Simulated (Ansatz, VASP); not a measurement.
# Cross-check of W2SeS3 between VASP and Ansatz, part 2 of 2

Aim: how closely do two programs agree when they are given the same cell, functional and k mesh? The cell is generated by rule, not measured, and may not be a known phase. The cell is taken from a series of runs on this material, whose earlier steps may have relaxed, scaled, displaced or heated it; both programs get it as it stands.

VASP 6.6.1 and Ansatz 0.2.0.

So far: The structure; VASP: G0W0 gap, PBEsol.

The structure was built from a prototype and need not be the compound's stable phase.

## (3) Ansatz: G0W0 gap, PBEsol

Level of this step: Ansatz beside VASP: G0W0 on Kohn-Sham DFT, plane waves, PBEsol (Ansatz).

Ansatz runs on its PAW soft_1 files.

The same cell, functional and mesh now go to Ansatz, which takes its cutoff from its data sets.

input.yaml

```yaml
crystal:
  lattice:
    - [3.1485037122, 0.0, 0.0]
    - [-1.5742518561, 2.7266841987, 0.0]
    - [0.0, 0.0, 11.8906126221]
  atoms:
    - { symbol: W, position: [0.3333333333, 0.6666666667, 0.2442657394] }
    - { symbol: S, position: [0.6666666667, 0.3333333333, 0.3753229058] }
    - { symbol: S, position: [0.6666666667, 0.3333333333, 0.1130437893] }
    - { symbol: W, position: [0.0, 0.0, 0.7567213129] }
    - { symbol: S, position: [0.3333333333, 0.6666666667, 0.8867353237] }
    - { symbol: Se, position: [0.3333333333, 0.6666666667, 0.6119396598] }
kpoints:
  mp_grid: { grid: [9, 9, 2] }
hamiltonian:
  xc: pbesol
  pseudopotentials: { kind: paw, azcp: { folder: soft_1 }, xc_functional: pbe }
scf:
  occupations: { method: fixed }
gw:
  n_empty_bands: 107
  ecut_chi: 60
  qp_bands: [v2, c2]
  qp_kpoints: band_edges
  screening: { model: contour_deformation }
```

Command:

```console
$ ansatz run input.yaml --threads 2 --pin off --max-ram 92160MiB --backend cuda --events-out ev --progress --plain --runs-dir out --devices 1 --max-vram 13GiB
```

Numbers of over 12 decimals in the logs are rounded to 6 here.

Output:

```text
GPUs: using 1 of 1 available (devices: 1).
Engine: ansatz 0.2.0, x86_64-unknown-linux-gnu
Pseudopotentials: kind: paw
Pseudopotential: W, paw, valence charge 14, recommended cutoff 420 eV (normal), soft_1/W.paw.azcp
Pseudopotential: S, paw, valence charge 6, recommended cutoff 420 eV (normal), soft_1/S.paw.azcp
Pseudopotential: Se, paw, valence charge 16, recommended cutoff 420 eV (normal), soft_1/Se.paw.azcp
Functional definition: PBEsol
  exchange = pbesol_x
  correlation = pbesol_c
device memory: the entry about to start is reckoned to put 1.4 GiB on a device that reports 53.3 GiB free (of which the cap on the GPU budget leaves the run 13.0 GiB)
GPU FFT provider: cuFFT
GPU libraries: cuBLAS 13.8.2, cuFFT 12.4.0, cuSOLVER 12.3.4
Crystal: 6 atoms, lattice volume = 102.081 Å³
Basis set: ecut = 420 eV, 1971 PW (Γ)
Bands: 38, of which v1, the nominal top of the filled ones, is band 31 counted from 1 (30 counted from 0)
Symmetry: 6 space group operations
Space group: P3m1 (ITA 156), of the structure as read, at distance tolerance 4.7e-5 Å
k-points: 24 of 162 (time reversal used)
Non-local potential: W, projectors of the file, l = 0: 3, l = 1: 2, l = 2: 2, l = 3: 1
Non-local potential: S, projectors of the file, l = 0: 2, l = 1: 2, l = 2: 1
Non-local potential: Se, projectors of the file, l = 0: 2, l = 1: 2, l = 2: 3, l = 3: 1
PAW form: soft (Blöchl's): semilocal exchange-correlation on the pseudo side does not see the compensation charge
PAW frozen core: W, regenerated for the run's functional, and the local potential with it (the file was generated under x = pbe(κ = 0.804, μ = 0.219515), c = pbe(β = 0.066725))
PAW frozen core: S, regenerated for the run's functional, and the local potential with it (the file was generated under x = pbe(κ = 0.804, μ = 0.219515), c = pbe(β = 0.066725))
PAW frozen core: Se, regenerated for the run's functional, and the local potential with it (the file was generated under x = pbe(κ = 0.804, μ = 0.219515), c = pbe(β = 0.066725))
PAW one-centre angular grid: W, 590 points (default); XC on 64 Gauss nodes
PAW one-centre angular grid: S, 110 points (default); XC on 64 Gauss nodes
PAW one-centre angular grid: Se, 590 points (default); XC on 64 Gauss nodes
Initial density: superposition of atomic densities (chi_scale 0.1, normalization cell, long waves kept (reshape's long-wave potential 0.08 eV rms))
Initial wavefunctions: pseudopotential atomic-orbital guess
GPU buffer pool allocated for 46080 grid points (all kernels)
GPU transforms: local potential and band sums: pruned to the plane-wave sphere, on 24×24×80
Functional: x = pbesol(κ = 0.804, μ = 0.123457), c = pbesol(β = 0.046)
SCF iter   1: F=—  HF=-28600.012695 eV  |F-HF|=—  |Δ(HF+E_count)|=         —  Δρ=4.20e-2  dr2=5.07e0  ethr=3.10e-3  ⟨swp⟩=5.0  Hψ=3513  notcnv=0  defer=105
preconditioner: auto → Resta (q_TF=auto, 2.511 Å⁻¹)  ε∞=7.3  [insulator: Δε(μ)=0.585 eV  Ē_g=8.768 eV  n_scr=26 (ndim 8)  ℏωp=22.1 eV  f_vac=0.000  ε∞_Penn≈7.3]
SCF iter   2: F=—  HF=-28599.159982 eV  |F-HF|=—  |Δ(HF+E_count)|=   8.53e-1  Δρ=2.45e-2  dr2=9.48e-1  ethr=3.10e-3  ⟨swp⟩=2.5  Hψ=1372  notcnv=0  defer=106
SCF iter   3: F=—  HF=-28598.916697 eV  |F-HF|=—  |Δ(HF+E_count)|=   2.43e-1  Δρ=8.23e-3  dr2=2.38e-1  ethr=1.53e-3  ⟨swp⟩=2.6  Hψ=1281  notcnv=0  defer=113
SCF iter   4: F=—  HF=-28598.881428 eV  |F-HF|=—  |Δ(HF+E_count)|=   3.53e-2  Δρ=2.84e-3  dr2=1.03e-2  ethr=3.83e-4  ⟨swp⟩=2.8  Hψ=1654  notcnv=0  defer=93
SCF iter   5: F=—  HF=-28598.881473 eV  |F-HF|=—  |Δ(HF+E_count)|=   4.53e-5  Δρ=9.80e-4  dr2=1.74e-3  ethr=1.66e-5  ⟨swp⟩=2.8  Hψ=1654  notcnv=0  defer=119
SCF iter   6: F=—  HF=-28598.881481 eV  |F-HF|=—  |Δ(HF+E_count)|=   8.06e-6  Δρ=3.86e-4  dr2=2.71e-4  ethr=2.81e-6  ⟨swp⟩=2.0  Hψ=1629  notcnv=0  defer=118
SCF iter   7: F=—  HF=-28598.881571 eV  |F-HF|=—  |Δ(HF+E_count)|=   8.99e-5  Δρ=1.51e-4  dr2=3.52e-5  ethr=4.37e-7  ⟨swp⟩=2.0  Hψ=1210  notcnv=0  defer=87
SCF iter   8: F=—  HF=-28598.881581 eV  |F-HF|=—  |Δ(HF+E_count)|=   9.86e-6  Δρ=4.40e-5  dr2=2.85e-6  ethr=5.67e-8  ⟨swp⟩=2.1  Hψ=1606  notcnv=0  defer=69
SCF iter   9: F=—  HF=-28598.881582 eV  |F-HF|=—  |Δ(HF+E_count)|=   1.60e-6  Δρ=1.78e-5  dr2=3.34e-7  ethr=4.60e-9  ⟨swp⟩=2.0  Hψ=1580  notcnv=0  defer=69
SCF iter  10: F=-28598.881583 eV  HF=-28598.881583 eV  |F-HF|=6.32e-9  |Δ(HF+E_count)|=   3.49e-7  Δρ=5.65e-6  dr2=4.34e-8  ethr=1.61e-10  ⟨swp⟩=10.7  Hψ=3654  notcnv=0
SCF 1 converged in 10 iterations: F = -28598.881583 eV  dr2 = 4.34e-8
  greatest PAW one-centre occupation: 1.000 electrons in one spin orbital (limit 2), on the Se atom at site 5 (counted from 0), in its partial waves of l = 2
device memory: the entry about to start is reckoned to put 1.4 GiB (of the 1.6 GiB reckoned in all, the device holds 0.1 GiB already) on a device that reports 53.2 GiB free (of which the cap on the GPU budget leaves the run 12.9 GiB)
[...]
E_band       = -643.040243
  E_kinetic    = 1279.847850
  E_local      = -6199.765071  (includes V_loc(G=0)·N_el)
  E_nonlocal   = -293.559004
  E_hartree    = 2961.376003
  E_xc         = -884.489991
  E_vxc        = -805.787277  (∫ρ·V_xc dr)
  E_paw        = -20765.472717  (= ΣΔE_a)
  E_vpaw       = -546.532721  (= ΣTr[D̂ρ^β])
  E_aug_tail   = -0.000052  (compensation charges beyond the density's cutoff)
  E_ewald      = -4698.456616
  E_core_change = 1.638015  (= ΣΔE_core)
  E_smearing   = -0.000000  (= −TS)
  E_closure    = -0.000000  (closes the sum)
  Σ components = -28598.881583   (vs F -28598.881583, Δ=0.00e0)
--- Band table (eV; the first three rows and the last of 24) ---
  k-point 0: bands = [... 27 lower, 11.6776, 11.6884, 12.2115, 13.4187, 15.3058, 15.3058, 15.4649, 15.4649, ... 3 higher]
  k-point 1: bands = [... 27 lower, 11.6761, 11.6761, 12.8855, 13.2776, 15.3140, 15.3140, 15.4423, 15.4423, ... 3 higher]
  k-point 2: bands = [... 27 lower, 11.4060, 11.7508, 12.2716, 12.9358, 15.1475, 15.2561, 15.2590, 15.6742, ... 3 higher]
  k-point 23: bands = [... 27 lower, 9.9356, 10.1978, 12.3610, 12.8309, 14.2748, 14.8443, 15.3753, 15.3974, ... 3 higher]
--- G₀W₀: contour deformation, 7 samples at zero and on the imaginary axis and 2 off it, 162 q-points, 107 empty bands' worth ---
  eigenvalues of the whole cell's RPA ε∞ on this k-mesh (on a slab, of 1 + 4πα/V) = 8.5136, 15.3332, 15.3332; static W/v taken at q = 0 is 0.078609
  gw.qp_kpoints: band_edges: 17 of 24 stored k-points solved, in 1 pass; an edge of the gap read off the rows below is read off those points alone
    valence top: of the k-points left out ik 11 came nearest to being solved in a further pass, in band 31 (counted from 1, as in the quasiparticle table): it holds the edge there only if its correction is more favourable than any solved in that band by at least 1.063 eV; those differ by 0.270 eV
    conduction bottom: of the k-points left out ik 6 came nearest to being solved in a further pass, in band 32 (counted from 1, as in the quasiparticle table): it holds the edge there only if its correction is more favourable than any solved in that band by at least 0.529 eV; those differ by 0.209 eV
    ik  band        ε_KS         Σx   Σc(E_QP)       V_xc       Z   E_QP_lin       E_QP  E_QP is
     0    30     12.2115   -18.7002     2.0224   -16.8030  0.7722    12.3364    12.3367  root
     0    31     13.4187   -19.4637     0.8313   -19.0316  0.7704    13.8168    13.8178  root
     0    32     15.3058   -13.6754    -3.8466   -18.3327  0.7691    16.1275    16.1164  root
     0    33     15.3058   -13.6754    -3.8466   -18.3327  0.7691    16.1275    16.1164  root
     1    30     12.8855   -19.2711     1.1114   -18.5069  0.7718    13.2317    13.2327  root
     1    31     13.2776   -19.2366     1.1054   -18.4663  0.7707    13.6119    13.6127  root
     1    32     15.3140   -13.6784    -3.8570   -18.3469  0.7687    16.1366    16.1255  root
     1    33     15.3140   -13.6784    -3.8570   -18.3469  0.7687    16.1366    16.1255  root
     2    30     12.2716   -18.8725     2.0153   -16.9956  0.7737    12.4098    12.4101  root
     2    31     12.9358   -19.2235     1.0960   -18.4799  0.7690    13.2871    13.2881  root
     2    32     15.1475   -13.8136    -3.6476   -18.1947  0.7642    15.8905    15.8809  root
     2    33     15.2561   -13.7533    -3.9206   -18.4966  0.7721    16.0899    16.0787  root
     3    30     12.5994   -19.2352     1.2583   -18.3004  0.7706    12.9220    12.9229  root
     3    31     12.9119   -19.2087     1.2787   -18.2462  0.7689    13.2272    13.2280  root
     3    32     15.1940   -13.7461    -3.8748   -18.4307  0.7718    16.0145    16.0038  root
     3    33     15.2684   -13.9212    -3.6892   -18.3496  0.7616    16.0178    16.0077  root
     4    30     11.6869   -18.9455     1.9904   -17.1212  0.7668    11.8527    11.8531  root
     4    31     12.0300   -18.9886     1.7162   -17.5205  0.7617    12.2773    12.2781  root
     4    32     14.4321   -13.4666    -3.4768   -17.6467  0.7761    15.1417    15.1353  root
     4    33     14.9450   -14.3340    -3.6204   -18.7105  0.7640    15.7106    15.7010  root
     7    30     11.5721   -18.8821     1.8689   -17.2458  0.7574    11.8039    11.8047  root
     7    31     11.6769   -19.3128     2.1351   -17.3492  0.7690    11.8480    11.8484  root
     7    32     14.9965   -15.3232    -3.9425   -20.0969  0.7601    15.8408    15.8276  root
     7    33     14.9985   -14.0784    -3.8590   -18.7020  0.7681    15.7733    15.7632  root
[...]
22    30     12.3327   -18.7252     0.8761   -18.2048  0.7706    12.6874    12.6884  root
    22    31     12.7732   -18.6268     0.8806   -18.0987  0.7713    13.1247    13.1257  root
    22    32     14.2739   -15.7946    -3.3650   -19.9901  0.7715    15.1132    15.1044  root
    22    33     14.8402   -15.7281    -3.4910   -20.0431  0.7693    15.6740    15.6643  root
    23    30     12.3610   -18.8249     0.8866   -18.2973  0.7706    12.7190    12.7200  root
    23    31     12.8309   -18.7993     0.8889   -18.2699  0.7714    13.1895    13.1904  root
    23    32     14.2748   -15.8129    -3.3643   -20.0079  0.7714    15.1143    15.1055  root
    23    33     14.8443   -15.8363    -3.4899   -20.1518  0.7685    15.6796    15.6699  root
```

## (4) Side by side

Known differences besides the potentials themselves: fixed occupations in Ansatz, narrow Gaussian smearing in VASP; the data sets hold 62 valence electrons in Ansatz (on its PAW soft_1 files) and 52 in VASP; the cutoff is 420 eV in Ansatz and 340 eV in VASP; Ansatz makes its cores anew for this functional, VASP keeps those of its PBE data sets; Ansatz integrates over frequency by contour deformation, VASP on a grid of NOMEGA points; Ansatz's G0W0 levels solve the quasiparticle equation, VASP's are linearised. Total energies have different zeros and are not compared.

Compared:

```
                   quantity  Ansatz  VASP  difference
  G0W0 gap on the mesh (eV)    1.02  1.10       -0.08
Kohn-Sham gap under it (eV)    0.73  0.73        0.00
```

VASP's log warns that its frequency grid doesn't suit quasiparticle energies on this mesh.

## (5) Outcome

- difference in G0W0 gap on the mesh (G0W0 gap, PBEsol): -0.076 eV

**Reading.** The difference in G0W0 gap on the mesh is -0.076 eV (G0W0 gap, PBEsol). The data sets hold unlike numbers of valence electrons (62 in Ansatz and 52 in VASP), so part of the differences may come from the potentials. How closely two codes agree says nothing of how well the functional describes the real material.

[Lines on the potential files, build, host, timing and source positions are cut from VASP's logs without a mark.]

[Logs are printed without paths, hosts, clocks, repeated set-up lines and the standing remarks that a program may print on its own settings, such as how far it seeks lower states.]

[Hosts, paths, dates, database ids (printed as entryN), source tags and the programs' standing remarks are cut or masked in the printed files.]
